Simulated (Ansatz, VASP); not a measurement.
# Cross-check of Ta3Ge (Ta3Ge (P4_2/n)) between VASP and Ansatz

Aim: how closely do two programs agree when they are given the same cell, functional and k mesh? The structure shown is the start of the Ansatz relaxation below; VASP solves that cell, so the two are compared at the walk's first step.

Program: Ansatz 0.2.0. Level of theory: plane waves, with VASP 6.6.1 beside it; single point at PBEsol. Results are calculated unless marked as measured.

## Step 1: Set-up

The structure is tetragonal, space group P4_2/n (No. 86). Conventional cell: a = 10.262 Å, b = 10.262 Å, c = 5.254 Å, α = 90.00°, β = 90.00°, γ = 90.00°. Ta has 4 Ge at 2.61 to 2.71 Å and 2 Ta at 2.88 to 2.90 Å nearest. Nearest to Ta lie 2 Ge at 2.63 to 2.68 Å and 1 Ta at 2.68 Å. Ta has 3 Ge at 2.61 to 2.86 Å and 3 Ta at 2.88 to 2.90 Å nearest. Nearest to Ge lie 9 Ta at 2.61 to 2.86 Å. Farther neighbours are not listed.

## Step 2: Ansatz: relaxation, PBEsol

Ansatz runs on its PAW soft_1 files.

The two programs are compared at the cell with which this relaxation starts, whose forces are those of its first step.

input.yaml

```yaml
crystal:
  lattice:
    - [10.262047, 0.0, 0.0]
    - [0.0, 10.262047, 0.0]
    - [0.0, 0.0, 5.2535856]
  atoms:
    - { symbol: Ta, position: [0.64934896, 0.51792142, 0.71978576] }
    - { symbol: Ta, position: [0.98207858, 0.14934896, 0.21978576] }
    - { symbol: Ta, position: [0.41464868, 0.09903823, 0.53374905] }
    - { symbol: Ta, position: [0.90096177, 0.41464868, 0.46625095] }
    - { symbol: Ta, position: [0.81227506, 0.71258946, 0.48457352] }
    - { symbol: Ta, position: [0.21258946, 0.68772494, 0.98457352] }
    - { symbol: Ta, position: [0.85065104, 0.98207858, 0.78021424] }
    - { symbol: Ta, position: [0.71258946, 0.18772494, 0.51542648] }
    - { symbol: Ta, position: [0.59903823, 0.08535132, 0.03374905] }
    - { symbol: Ta, position: [0.14934896, 0.01792142, 0.78021424] }
    - { symbol: Ta, position: [0.35065104, 0.48207858, 0.71978576] }
    - { symbol: Ta, position: [0.78741054, 0.31227506, 0.98457352] }
    - { symbol: Ta, position: [0.48207858, 0.64934896, 0.28021424] }
    - { symbol: Ta, position: [0.08535132, 0.40096177, 0.96625095] }
    - { symbol: Ta, position: [0.31227506, 0.21258946, 0.01542648] }
    - { symbol: Ta, position: [0.51792142, 0.35065104, 0.28021424] }
    - { symbol: Ta, position: [0.01792142, 0.85065104, 0.21978576] }
    - { symbol: Ta, position: [0.40096177, 0.91464868, 0.03374905] }
    - { symbol: Ta, position: [0.68772494, 0.78741054, 0.01542648] }
    - { symbol: Ta, position: [0.91464868, 0.59903823, 0.96625095] }
    - { symbol: Ta, position: [0.09903823, 0.58535132, 0.46625095] }
    - { symbol: Ta, position: [0.28741054, 0.81227506, 0.51542648] }
    - { symbol: Ta, position: [0.18772494, 0.28741054, 0.48457352] }
    - { symbol: Ta, position: [0.58535132, 0.90096177, 0.53374905] }
    - { symbol: Ge, position: [0.7963911, 0.97118537, 0.28380809] }
    - { symbol: Ge, position: [0.52881463, 0.2963911, 0.78380809] }
    - { symbol: Ge, position: [0.02881463, 0.7963911, 0.71619191] }
    - { symbol: Ge, position: [0.47118537, 0.7036089, 0.78380809] }
    - { symbol: Ge, position: [0.97118537, 0.2036089, 0.71619191] }
    - { symbol: Ge, position: [0.2963911, 0.47118537, 0.21619191] }
    - { symbol: Ge, position: [0.2036089, 0.02881463, 0.28380809] }
    - { symbol: Ge, position: [0.7036089, 0.52881463, 0.21619191] }
basis:
  ecutwfc: 420
  xc_grid: 2
hamiltonian:
  xc: pbesol
  pseudopotentials: { kind: paw, azcp: { folder: soft_1 }, xc_functional: pbe }
kpoints:
  mp_grid: { grid: [4, 4, 8] }
scf:
  occupations: { method: fermi_dirac, width: 0.05 }
  max_iter: 150
output:
  forces: true
  stress: true
relax:
  f_tol: 0.01
  max_steps: 60
  cell: {}
checkpoint:
  write: "../pbesol.run"
  compress: false
  write_wavefunctions: false
  write_every: 100000
```

Started as:

```
> ansatz run input.yaml --threads 4 --pin off --max-ram 6594MiB --backend cpu --events-out ev --progress --plain --runs-dir out
```

Numbers of over 12 decimals in the logs are rounded to 6 here.

Output:

```text
Engine: ansatz 0.2.0, aarch64-unknown-linux-gnu
Pseudopotentials: kind: paw
Pseudopotential: Ta, paw, valence charge 13, recommended cutoff 420 eV (normal), soft_1/Ta.paw.azcp
Pseudopotential: Ge, paw, valence charge 14, recommended cutoff 420 eV (normal), soft_1/Ge.paw.azcp
Functional definition: PBEsol
  exchange = pbesol_x
  correlation = pbesol_c
Crystal: 32 atoms, lattice volume = 553.253 Å³
Basis set: ecut = 420 eV, 10813 PW (Γ), exchange–correlation on 144×144×72 points (8 copies of the dense FFT grid, shifted against one another)
Bands: 255, of which v1, the nominal top of the filled ones, is band 212 counted from 1 (211 counted from 0)
Symmetry: 8 space group operations
Space group: P42/n (ITA 86), of the structure as read, at distance tolerance 8.2e-5 Å
k-points: 30 of 128
Non-local potential: Ta, projectors of the file, l = 0: 3, l = 1: 2, l = 2: 2, l = 3: 1
Non-local potential: Ge, projectors of the file, l = 0: 2, l = 1: 2, l = 2: 3, l = 3: 1
PAW form: soft (Blöchl's): semilocal exchange-correlation on the pseudo side does not see the compensation charge
PAW frozen core: Ta, regenerated for the run's functional, and the local potential with it (the file was generated under x = pbe(κ = 0.804, μ = 0.219515), c = pbe(β = 0.066725))
PAW frozen core: Ge, regenerated for the run's functional, and the local potential with it (the file was generated under x = pbe(κ = 0.804, μ = 0.219515), c = pbe(β = 0.066725))
PAW one-centre angular grid: Ta, 590 points (default); XC on 64 Gauss nodes
PAW one-centre angular grid: Ge, 590 points (default); XC on 64 Gauss nodes
Initial density: superposition of atomic densities (chi_scale 0.1, normalization cell, long waves kept (reshape's long-wave potential 0.09 eV rms))
Initial wavefunctions: pseudopotential atomic-orbital guess
Functional: x = pbesol(κ = 0.804, μ = 0.123457), c = pbesol(β = 0.046)
SCF iter   1: F=—  HF=-269424.995443 eV  |F-HF|=—  |Δ(HF+E_count)|=         —  Δρ=5.48e-2  dr2=5.11e1  ethr=3.10e-3  ⟨swp⟩=5.7  Hψ=28994  notcnv=0  defer=298
preconditioner: auto → Kerker (q_TF=auto, 2.610 Å⁻¹)  [metal: Δε(μ)=0.010 eV  Ē_g=11.338 eV  σ=0.050 eV  W_gap=0.05  n_scr=168 (ndim 8)  ℏωp=24.0 eV  f_vac=0.000  D(μ)=15.56/eV (n_scr^D=102)]
SCF iter   2: F=—  HF=-269418.878797 eV  |F-HF|=—  |Δ(HF+E_count)|=    6.12e0  Δρ=3.11e-2  dr2=1.29e1  ethr=3.10e-3  ⟨swp⟩=2.0  Hψ=12855  notcnv=0  defer=735
SCF iter   3: F=—  HF=-269416.467085 eV  |F-HF|=—  |Δ(HF+E_count)|=    2.41e0  Δρ=1.05e-2  dr2=1.65e0  ethr=3.05e-3  ⟨swp⟩=2.0  Hψ=10950  notcnv=0  defer=735
SCF iter   4: F=—  HF=-269415.992860 eV  |F-HF|=—  |Δ(HF+E_count)|=   4.74e-1  Δρ=2.70e-3  dr2=1.11e-1  ethr=3.89e-4  ⟨swp⟩=2.9  Hψ=11639  notcnv=0  defer=738
SCF iter   5: F=—  HF=-269415.970066 eV  |F-HF|=—  |Δ(HF+E_count)|=   2.28e-2  Δρ=1.22e-3  dr2=1.49e-2  ethr=2.62e-5  ⟨swp⟩=2.3  Hψ=11289  notcnv=0  defer=720
SCF iter   6: F=—  HF=-269415.965738 eV  |F-HF|=—  |Δ(HF+E_count)|=   4.33e-3  Δρ=2.33e-4  dr2=8.09e-4  ethr=3.52e-6  ⟨swp⟩=2.0  Hψ=9030  notcnv=0  defer=720
SCF iter   7: F=—  HF=-269415.965617 eV  |F-HF|=—  |Δ(HF+E_count)|=   1.21e-4  Δρ=5.20e-5  dr2=2.41e-5  ethr=1.91e-7  ⟨swp⟩=2.0  Hψ=9220  notcnv=0  defer=720
SCF iter   8: F=—  HF=-269415.966262 eV  |F-HF|=—  |Δ(HF+E_count)|=   6.45e-4  Δρ=2.17e-5  dr2=7.88e-6  ethr=5.68e-9  ⟨swp⟩=2.0  Hψ=10870  notcnv=0  defer=720
SCF iter   9: F=—  HF=-269415.966261 eV  |F-HF|=—  |Δ(HF+E_count)|=   9.37e-7  Δρ=7.44e-6  dr2=5.22e-7  ethr=1.86e-9  ⟨swp⟩=2.0  Hψ=8991  notcnv=0  defer=720
SCF iter  10: F=—  HF=-269415.966261 eV  |F-HF|=—  |Δ(HF+E_count)|=   6.26e-8  Δρ=2.37e-6  dr2=1.29e-7  ethr=2.36e-11  ⟨swp⟩=4.0  Hψ=22516  notcnv=0
SCF iter  11: F=-269415.966261 eV  HF=-269415.966261 eV  |F-HF|=2.36e-8  |Δ(HF+E_count)|=   1.51e-8  Δρ=1.05e-6  dr2=2.52e-8  ethr=2.36e-11  ⟨swp⟩=3.0  Hψ=16450  notcnv=0
SCF 1 converged in 11 iterations: F = -269415.966261 eV  dr2 = 2.52e-8
  greatest PAW one-centre occupation: 0.999 electrons in one spin orbital (limit 2), on the Ta atom at site 23 (counted from 0), in its partial waves of l = 0
relax step   1: F+E_penalty+E_count = -269415.96626129 eV  Δ(F+E_penalty+E_count) = +0.000e0 eV  max|allowed force component| = 5.921e-2 eV/Å  Δτ_max = 0.0000 Å  P = -3.804 GPa  Ω = 553.253 Å³  (11 SCF iters, dr2 threshold 1.00e-7 eV, accepted)
[...]
relax step   5: F+E_penalty+E_count = -269416.09619864 eV  Δ(F+E_penalty+E_count) = -2.911e-3 eV  max|allowed force component| = 5.752e-3 eV/Å  Δτ_max = 0.0075 Å  P = +0.002 GPa  Ω = 543.026 Å³  energy of the carried Pulay correction = +2.779e-3 eV  (10 SCF iters, accepted)
[...]
relax step   6: F+E_penalty+E_count = -269416.09345435 eV  Δ(F+E_penalty+E_count) = +2.744e-3 eV  max|allowed force component| = 5.736e-3 eV/Å  Δτ_max = 0.0000 Å  P = +0.002 GPa  Ω = 543.026 Å³  stress off target by 3.34e-2 GPa  SCF on the basis re-selected at this cell (its energy is not comparable with the rows above)  (5 SCF iters)
basis re-selected at this cell: Δ(F+E_penalty+E_count) = +2.744e-3 eV, ΔP = -0.001 GPa vs the last step (what re-selecting the basis moved, of the pressure what is left beyond the Pulay correction that the steps carried, after the strain that the cell walked since its last selection, with what the two solves' SCF thresholds leave and, on support functions, any second-order correction that the steps lacked; it is no m [...]
SCF converged after 5 iterations
Free energy (F): -269416.093454 eV
Harris-Foulkes:  -269416.093454 eV  (|F-HF|=5.82e-11)
Internal energy: -269415.948936 eV  (E = F + TS)
E sigma→0 (E₀):  -269416.021195 eV
Entropy (-TS):   -0.144518 eV (-4.516 meV/atom)
Fermi energy:    18.070224 eV
--- Per-component energies (eV) ---
  E_band       = -2927.805638
  E_kinetic    = 10203.317151
  E_local      = -27960.726648  (includes V_loc(G=0)·N_el)
  E_nonlocal   = 1556.401779
  E_hartree    = 12146.788926
  E_xc         = -8238.061702
  E_vxc        = -6148.564779  (∫ρ·V_xc dr)
  E_paw        = -212141.027985  (= ΣΔE_a)
  E_vpaw       = -4871.813633  (= ΣTr[D̂ρ^β])
  E_aug_tail   = 0.002443  (compensation charges beyond the density's cutoff)
  E_ewald      = -44995.115511
  E_core_change = 12.472610  (= ΣΔE_core)
  E_smearing   = -0.144518  (= −TS)
  E_closure    = 0.000000  (closes the sum)
  Σ components = -269416.093454   (vs F -269416.093454, Δ=0.00e0)
--- Forces (eV/Å), atoms counted from 1 ---
  atom   1  Ta     0.00244285     0.00220709     0.00429030
  atom   2  Ta    -0.00220709     0.00244285     0.00429030
  atom   3  Ta    -0.00121228    -0.00003721    -0.00015475
  atom   4  Ta     0.00003721    -0.00121228     0.00015475
  atom   5  Ta    -0.00012741    -0.00404121    -0.00351174
  atom   6  Ta    -0.00404121     0.00012741    -0.00351174
  atom   7  Ta    -0.00244285    -0.00220709    -0.00429030
  atom   8  Ta    -0.00404121     0.00012741     0.00351174
  atom   9  Ta    -0.00003721     0.00121228    -0.00015475
  atom  10  Ta     0.00244285     0.00220709    -0.00429030
  atom  11  Ta    -0.00244285    -0.00220709     0.00429030
  atom  12  Ta     0.00404121    -0.00012741    -0.00351174
  atom  13  Ta    -0.00220709     0.00244285    -0.00429030
  atom  14  Ta     0.00121228     0.00003721     0.00015475
  atom  15  Ta    -0.00012741    -0.00404121     0.00351174
  atom  16  Ta     0.00220709    -0.00244285    -0.00429030
  atom  17  Ta     0.00220709    -0.00244285     0.00429030
  atom  18  Ta     0.00003721    -0.00121228    -0.00015475
  atom  19  Ta     0.00012741     0.00404121     0.00351174
  atom  20  Ta    -0.00121228    -0.00003721     0.00015475
  atom  21  Ta    -0.00003721     0.00121228     0.00015475
  atom  22  Ta     0.00404121    -0.00012741     0.00351174
  atom  23  Ta     0.00012741     0.00404121    -0.00351174
  atom  24  Ta     0.00121228     0.00003721    -0.00015475
  atom  25  Ge    -0.00573576     0.00141466     0.00466192
  atom  26  Ge    -0.00141466    -0.00573576     0.00466192
  atom  27  Ge    -0.00141466    -0.00573576    -0.00466192
  atom  28  Ge     0.00141466     0.00573576     0.00466192
  atom  29  Ge     0.00141466     0.00573576    -0.00466192
  atom  30  Ge    -0.00573576     0.00141466    -0.00466192
  atom  31  Ge     0.00573576    -0.00141466     0.00466192
  atom  32  Ge     0.00573576    -0.00141466    -0.00466192
  max |Σ_I F_I| component: 1.13e-17 eV/Å
--- Stress (GPa, compression-positive) ---
        0.019511      -0.000000       0.000000
        0.000000       0.019511       0.000000
        0.000000       0.000000      -0.033361
  P = ⅓ Tr σ = 0.0019 GPa (0.019 kbar)
--- Relaxed structure (5 steps of the walk, 3 accepted, 1 SCFs on fresh bases) ---
  F+E_penalty+E_count = -269416.09345435 eV   max|allowed force component| = 5.736e-3 eV/Å   (the final SCF, on the basis selected at the relaxed cell)
  cell:  # Å, volume = 543.0259 Å³
    - [10.206937, 0, 0.0]
    - [0, 10.206937, 0.0]
    - [0.0, 0.0, 5.212303]
  atoms:
    - { symbol: Ta, position: [0.649244, 0.517243, 0.720461] }
    - { symbol: Ta, position: [0.982757, 0.149244, 0.220461] }
    - { symbol: Ta, position: [0.414946, 0.098658, 0.532417] }
    - { symbol: Ta, position: [0.901342, 0.414946, 0.467583] }
    - { symbol: Ta, position: [0.811493, 0.712550, 0.486178] }
    - { symbol: Ta, position: [0.212550, 0.688507, 0.986178] }
    - { symbol: Ta, position: [0.850756, 0.982757, 0.779539] }
    - { symbol: Ta, position: [0.712550, 0.188507, 0.513822] }
    - { symbol: Ta, position: [0.598658, 0.085054, 0.032417] }
    - { symbol: Ta, position: [0.149244, 0.017243, 0.779539] }
    - { symbol: Ta, position: [0.350756, 0.482757, 0.720461] }
    - { symbol: Ta, position: [0.787450, 0.311493, 0.986178] }
    - { symbol: Ta, position: [0.482757, 0.649244, 0.279539] }
    - { symbol: Ta, position: [0.085054, 0.401342, 0.967583] }
    - { symbol: Ta, position: [0.311493, 0.212550, 0.013822] }
    - { symbol: Ta, position: [0.517243, 0.350756, 0.279539] }
    - { symbol: Ta, position: [0.017243, 0.850756, 0.220461] }
    - { symbol: Ta, position: [0.401342, 0.914946, 0.032417] }
    - { symbol: Ta, position: [0.688507, 0.787450, 0.013822] }
    - { symbol: Ta, position: [0.914946, 0.598658, 0.967583] }
    - { symbol: Ta, position: [0.098658, 0.585054, 0.467583] }
    - { symbol: Ta, position: [0.287450, 0.811493, 0.513822] }
    - { symbol: Ta, position: [0.188507, 0.287450, 0.486178] }
    - { symbol: Ta, position: [0.585054, 0.901342, 0.532417] }
    - { symbol: Ge, position: [0.796198, 0.971729, 0.283140] }
    - { symbol: Ge, position: [0.528271, 0.296198, 0.783140] }
    - { symbol: Ge, position: [0.028271, 0.796198, 0.716860] }
    - { symbol: Ge, position: [0.471729, 0.703802, 0.783140] }
    - { symbol: Ge, position: [0.971729, 0.203802, 0.716860] }
    - { symbol: Ge, position: [0.296198, 0.471729, 0.216860] }
    - { symbol: Ge, position: [0.203802, 0.028271, 0.283140] }
    - { symbol: Ge, position: [0.703802, 0.528271, 0.216860] }
```

(Continued in part 2 of 2.)

[Lines on the potential files, build, host, timing and source positions are cut from VASP's logs without a mark.]

[Logs are printed without paths, hosts, clocks, repeated set-up lines and the standing remarks that a program may print on its own settings, such as how far it seeks lower states.]

[Hosts, paths, dates, database ids (printed as entryN), source tags and the programs' standing remarks are cut or masked in the printed files.]
